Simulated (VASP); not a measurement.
# Ge3P4 (I-42m) in VASP: density of states with PBE

Aim: the density of states of Ge3P4 with PBE.

Program: VASP 6.6.1. These are calculated values, not measurements. Logs are shortened: lines on timing, memory, paths and dates and some standing lists are left out, and cuts for length are marked.

## Step 1: Starting point

The structure is tetragonal, space group I-42m (No. 121). Conventional cell: a = 5.270 Å, b = 5.270 Å, c = 10.563 Å, α = 90.00°, β = 90.00°, γ = 90.00°. Around Ge (site symmetry -4) lie 4 P at 2.38 Å. Ge (site symmetry -42m) is surrounded by 4 P at 2.37 Å. P (site symmetry m) is surrounded by 3 Ge at 2.37 to 2.38 Å.

The cell was built by a generator and needn't be a form met in nature.

## Step 2: Density of states, PBE

The input, POSCAR:

```
Ge3P4
1.0
   -2.6347600000      2.6347600000      5.2816900000
    2.6347600000     -2.6347600000      5.2816900000
    2.6347600000      2.6347600000     -5.2816900000
Ge P
3 4
Direct
    0.2500000000      0.7500000000      0.5000000000
    0.7500000000      0.2500000000      0.5000000000
    0.5000000000      0.5000000000      0.0000000000
    0.8881300000      0.3342540000      0.0000000000
    0.3342540000      0.8881300000      0.0000000000
    0.6657460000      0.6657460000      0.5538760000
    0.1118700000      0.1118700000      0.4461240000
```

The input, INCAR.step1:

```
SYSTEM = Ge3P4
ALGO = Fast
EDIFF = 1E-7
ENCUT = 520
GGA = PE
ISIF = 2
ISMEAR = 0
KPAR = 4
LASPH = .True.
LCHARG = .True.
LREAL = .False.
LWAVE = .False.
NELM = 80
PREC = Accurate
SIGMA = 0.1
```

The input, KPOINTS.step1:

```
k-points
0
Gamma
  8 8 8
  0 0 0
```

The input, INCAR.step2:

```
SYSTEM = Ge3P4
ALGO = Fast
EDIFF = 1E-7
ENCUT = 520
GGA = PE
ICHARG = 11
ISIF = 2
ISMEAR = -5
KPAR = 4
LASPH = .True.
LCHARG = .False.
LORBIT = 10
LREAL = .False.
LWAVE = .False.
NEDOS = 1001
NELM = 80
PREC = Accurate
SIGMA = 0.1
```

The input, KPOINTS.step2:

```
k-points
0
Gamma
  12 12 12
  0 0 0
```

Potentials or basis: VASP PAW PBE potentials, release 64 (Ge_d, P).

On the command line:

```bash
$ cat potpaw_PBE.64/Ge_d/POTCAR potpaw_PBE.64/P/POTCAR > POTCAR
$ cp INCAR.step1 INCAR
$ cp KPOINTS.step1 KPOINTS
$ mpirun -np 4 vasp_std > vasp.out
$ cp INCAR.step2 INCAR
$ cp KPOINTS.step2 KPOINTS
$ mpirun -np 4 vasp_std > vasp.out
```

OUTCAR:

```text
SYSTEM = Ge3P4
   EDIFF = 1E-7
   ENCUT = 520
   GGA = PE
   ICHARG = 11
   ISIF = 2
   ISMEAR = -5
   LASPH = .True.
   LORBIT = 10
   LREAL = .False.
   NELM = 80
   PREC = Accurate

 ion  position               nearest neighbor table
   1  0.250  0.750  0.500-   6 2.38   5 2.38   4 2.38   7 2.38
   2  0.750  0.250  0.500-   6 2.38   4 2.38   5 2.38   7 2.38
   3  0.500  0.500  0.000-   4 2.37   5 2.37   7 2.37   6 2.37
   4  0.888  0.334  0.000-   3 2.37   2 2.38   1 2.38
   5  0.334  0.888  0.000-   3 2.37   1 2.38   2 2.38
   6  0.666  0.666  0.554-   3 2.37   2 2.38   1 2.38
   7  0.112  0.112  0.446-   3 2.37   1 2.38   2 2.38

  LATTYP: Found a body centered tetragonal cell.
 ALAT       =     5.2695200000
 C/A-ratio  =     2.0046190165

  Lattice vectors:

 A1 = (  -2.6347600000,   2.6347600000,   5.2816900000)
 A2 = (   2.6347600000,  -2.6347600000,   5.2816900000)
 A3 = (   2.6347600000,   2.6347600000,  -5.2816900000)

Analysis of symmetry for initial positions (statically):
=====================================================================
 Subroutine PRICEL returns:
 Original cell was already a primitive cell.

 Routine SETGRP: Setting up the symmetry group for a
 body centered tetragonal supercell.

 Subroutine GETGRP returns: Found  8 space group operations
 (whereof  8 operations were pure point group operations)
 out of a pool of 16 trial point group operations.

The static configuration has the point symmetry D_2d.

Analysis of symmetry for dynamics (positions and initial velocities):
=====================================================================
 Subroutine PRICEL returns:
 Original cell was already a primitive cell.

 Routine SETGRP: Setting up the symmetry group for a
 body centered tetragonal supercell.

 Subroutine GETGRP returns: Found  8 space group operations
 (whereof  8 operations were pure point group operations)
 out of a pool of 16 trial point group operations.

The dynamic configuration has the point symmetry D_2d.

 Subroutine INISYM returns: Found  8 space group operations
 (whereof  8 operations are pure point group operations),
 and found     1 'primitive' translations

----------------------------------------------------------------------------------------

                                     Primitive cell

[... 111 lines left out ...]
   TEBEG  =    0.0;   TEEND  =   0.0 temperature during run
   PSTRESS=    0.0 pullay stress
   NELECT =      62.0000    total number of electrons
   NUPDOWN=      -1.0000    fix difference up-down
   EMIN   =  10.00;   EMAX   =-10.00  energy-range for DOS
   EFERMI =   0.00;   METHOD = LEGACY
   ISMEAR =    -5;   SIGMA  =   0.10  broadening in eV -4-tet -1-fermi 0-gaus
   EFERMI_NEDOS =   21; number of points for ismear=-14 and -15
   IALGO  =     68    algorithm
   IMIX   =      4    mixing-type and parameters
     AMIX     =   0.40;   BMIX     =  1.00
     AMIX_MAG =   1.60;   BMIX_MAG =  1.00
  volume/ion in A,a.u.               =      20.95       141.39
  Fermi-wavevector in a.u.,A,eV,Ry     =   1.228666  2.321841 20.539618  1.509619
  Thomas-Fermi vector in A             =   2.363582
   LORBIT       =     10    0 simple, 1 ext, 2 COOP (PROOUT), +10 PAW based schemes
   GGA     = PE    functional components
   LHFCALC =     F    Hartree Fock is set to
   AEXX    =    0.0000 exact exchange contribution
   IVDW    =     0    specifies the selected vdW correction
   LEPSILON=     F    determine dielectric tensor
   LRPA    =     F    only Hartree local field effects (RPA)
 non-spin polarized calculation
 RMM-DIIS sequential band-by-band and
 Fermi weights with tetrahedron method with Bloechl corrections
  energy-cutoff  :      520.00
  volume of cell :      146.66
 maximum number of plane-waves:      3968

 number of electron      62.0000028 magnetization

 Free energy of the ion-electron system (eV)
  ---------------------------------------------------
  ext. energy  EPLUGINS =         0.00000000
  ---------------------------------------------------
  free energy    TOTEN  =       -34.82722871 eV

  energy without entropy =      -34.82722871  energy(sigma->0) =      -34.82722871

 E-fermi :   5.3859     XC(G=0):  -9.8444

 val. band max:        5.4186776951   @ k =   0.0000   0.0000   0.0000
 cond. band min:       5.3219678982   @ k =   0.5000   0.5000   0.5000
 fundamental gap:     -0.0967097969
 Fermi energy:         5.3859207106

 k-point     1 :       0.0000    0.0000    0.0000
  band No.  band energies     occupation
      1     -19.5943      2.00000
      2     -19.5935      2.00000
      3     -19.5935      2.00000
      4     -19.5866      2.00000
      5     -19.5866      2.00000
      6     -19.5695      2.00000
[... 949 lines left out ...]
     36       8.8442      0.00000
     37       9.2345      0.00000

 [... further k-points ...]
[... 5 lines left out ...]
  --------------------------------------------------------------------------------------
  -------------------------------------------------------------------------------------
  Total       -0.0927762     -0.0927762     -0.1409783      0.0000000      0.0000000      0.0000000
  in kB       -1.0135194     -1.0135194     -1.5400967      0.0000000      0.0000000      0.0000000
  external PRESSURE =      -1.1890452 kB  Pullay stress =       0.0000000 kB

 VOLUME and BASIS-vectors are now :
 -----------------------------------------------------------------------------
  energy-cutoff  :      520.00
  volume of cell :      146.66
      direct lattice vectors                 reciprocal lattice vectors
    -2.634760000  2.634760000  5.281690000     0.000000000  0.189770605  0.094666669
     2.634760000 -2.634760000  5.281690000     0.189770605  0.000000000  0.094666669
     2.634760000  2.634760000 -5.281690000     0.189770605  0.189770605  0.000000000

 POSITION                                       TOTAL-FORCE (eV/Angst)
 -----------------------------------------------------------------------------------
      2.63476      0.00000      2.64085         0.000000     -0.000000      0.000000
      0.00000      2.63476      2.64085        -0.000000      0.000000      0.000000
      0.00000      0.00000      5.28169        -0.000000      0.000000      0.000000
     -1.45933      1.45933      6.45625         0.004466     -0.004466      0.008952
      1.45933     -1.45933      6.45625        -0.004466      0.004466      0.008952
      1.45933      1.45933      4.10713        -0.004466     -0.004466     -0.008952
      1.17543      1.17543     -1.17456         0.004466      0.004466     -0.008952
 -----------------------------------------------------------------------------------
    total drift:                               -0.000007     -0.000007     -0.000001

  FREE ENERGIE OF THE ION-ELECTRON SYSTEM (eV)
  ---------------------------------------------------
  free  energy   TOTEN  =       -34.8272287088 eV

  energy  without entropy=      -34.8272287088  energy(sigma->0) =      -34.82722871

 total charge

# of ion       s       p       d       tot
------------------------------------------
    1        1.112   1.189  10.069  12.370
    2        1.112   1.189  10.069  12.370
    3        1.113   1.196  10.071  12.381
    4        1.088   1.380   0.000   2.468
    5        1.088   1.380   0.000   2.468
    6        1.088   1.380   0.000   2.468
    7        1.088   1.380   0.000   2.468
--------------------------------------------------
tot          7.691   9.094  30.209  46.993
```

OUTCAR.step1:

```text
SYSTEM = Ge3P4
   EDIFF = 1E-7
   ENCUT = 520
   GGA = PE
   ISIF = 2
[... 1204 lines left out ...]
     -1.45933      1.45933      6.45625         0.002145     -0.002145     -0.000137
      1.45933     -1.45933      6.45625        -0.002145      0.002145     -0.000137
      1.45933      1.45933      4.10713        -0.002145     -0.002145      0.000137
      1.17543      1.17543     -1.17456         0.002145      0.002145      0.000137
 -----------------------------------------------------------------------------------
    total drift:                               -0.000007     -0.000007     -0.000001

  FREE ENERGIE OF THE ION-ELECTRON SYSTEM (eV)
  ---------------------------------------------------
  free  energy   TOTEN  =       -34.8245853454 eV

  energy  without entropy=      -34.8238783668  energy(sigma->0) =      -34.82423186
```

OSZICAR.step1:

```text
N       E                     dE             d eps       ncg     rms          rms(c)
DAV:   1     0.625111428006E+03    0.62511E+03   -0.29290E+04  5260   0.346E+03
DAV:   2     0.822652561108E+02   -0.54285E+03   -0.52571E+03  4374   0.900E+02
DAV:   3    -0.280898727298E+02   -0.11036E+03   -0.10660E+03  5133   0.213E+02
DAV:   4    -0.351640731562E+02   -0.70742E+01   -0.70020E+01  5375   0.595E+01
DAV:   5    -0.353432378523E+02   -0.17916E+00   -0.17883E+00  5341   0.103E+01    0.903E+00
RMM:   6    -0.348845644721E+02    0.45867E+00   -0.76192E-01  5727   0.441E+00    0.540E+00
RMM:   7    -0.348375167199E+02    0.47048E-01   -0.84258E-01  5875   0.301E+00    0.137E+00
RMM:   8    -0.348263329178E+02    0.11184E-01   -0.16967E-01  5836   0.305E+00    0.274E-01
RMM:   9    -0.348239319676E+02    0.24010E-02   -0.39209E-02  5994   0.136E+00    0.166E-01
RMM:  10    -0.348245893981E+02   -0.65743E-03   -0.81524E-03  7179   0.505E-01    0.129E-01
RMM:  11    -0.348247175022E+02   -0.12810E-03   -0.25370E-03  5963   0.345E-01    0.429E-02
RMM:  12    -0.348245728995E+02    0.14460E-03   -0.46357E-04  5993   0.164E-01    0.130E-02
RMM:  13    -0.348245853639E+02   -0.12464E-04   -0.18373E-04  6849   0.705E-02    0.652E-03
RMM:  14    -0.348245844371E+02    0.92678E-06   -0.17548E-05  6140   0.237E-02    0.252E-03
RMM:  15    -0.348245853376E+02   -0.90045E-06   -0.61332E-06  6627   0.115E-02    0.441E-03
RMM:  16    -0.348245853454E+02   -0.78271E-08   -0.47047E-07  4103   0.356E-03
   1 F= -.34824585E+02 E0= -.34824232E+02  d E =-.706979E-03
```

It took 7.1 min on 4 MPI ranks of Intel Xeon Platinum 8488C (Sapphire Rapids), shared host; peak memory 0.76 GiB.

Results:

```
Valence electrons inside the program's atomic spheres : Ge 12.37, 12.38; P 2.47
```

Levels at points of the mesh, in eV from the Fermi level:
```tsv
k point	band 27	band 28	band 29	band 30	band 31	band 32	band 33	band 34	band 35	band 36
(0.00, 0.00, 0.00)	-3.13	-3.13	-0.43	0.03	0.03	0.43	1.18	1.49	2.94	2.95
(0.50, 0.00, 0.00)	-3.08	-2.52	-2.20	-1.90	-1.00	2.07	2.37	2.56	2.77	3.49
(0.50, 0.50, 0.00)	-2.15	-2.00	-0.95	-0.71	-0.65	0.44	1.04	2.01	3.04	3.35
(0.50, 0.50, 0.50)	-2.58	-2.58	-2.37	-1.35	-1.35	-0.06	0.45	0.90	0.90	1.20
```

States per cell in windows of 1 eV (zero at the Fermi level; states under -8 eV left out):
```csv
from (eV),total,P4_p,P5_p,P6_p,P7_p,Ge1_p,Ge2_p
-8.0,1.79,0.04,0.04,0.04,0.04,0.04,0.04
-7.0,1.05,0.03,0.03,0.03,0.03,0.03,0.03
-6.0,0.99,0.04,0.04,0.04,0.04,0.03,0.03
-5.0,3.83,0.21,0.21,0.21,0.21,0.23,0.23
-4.0,4.60,0.29,0.29,0.29,0.29,0.29,0.29
-3.0,4.27,0.30,0.30,0.30,0.30,0.27,0.27
-2.0,2.89,0.21,0.21,0.21,0.21,0.10,0.10
-1.0,2.31,0.20,0.20,0.20,0.20,0.08,0.08
0.0,0.67,0.03,0.03,0.03,0.03,0.02,0.02
1.0,4.20,0.20,0.20,0.20,0.20,0.11,0.11
2.0,3.53,0.17,0.17,0.17,0.17,0.13,0.13
3.0,3.59,0.14,0.14,0.14,0.14,0.22,0.22
4.0,0.03,0.00,0.00,0.00,0.00,0.00,0.00
```

Caveat: tetrahedron occupations give inexact forces and stress in metals.
